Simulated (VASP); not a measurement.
Here is the system:

```
TiN
1.0
    0.00000     2.16240     2.16240
    2.16240     0.00000     2.16240
    2.16240     2.16240     0.00000
Ti N
1 1
Direct
  0.00000   0.00000   0.00000
  0.50000   0.50000   0.50000
```

Calculation: PBE GGA, VASP's PBE PAW potentials (set 64) (plane waves; VASP). Numerical set-up: 520 eV cut-off, 11×11×11 Γ-centred mesh, first-order Methfessel-Paxton smearing of 0.10 eV, potentials Ti_sv N.

### Question
Give the stress tensor in GPa (positive for a compressed cell).

### Answer

```
-12.99    0.00    0.00
  0.00  -12.99    0.00
  0.00    0.00  -12.99
```
The pressure is its mean diagonal, -12.99 GPa.

The compound is TiN in the rock salt structure. The cell was not relaxed at this level. The electron count is odd and the run is not spin-polarised, which forces a metal.
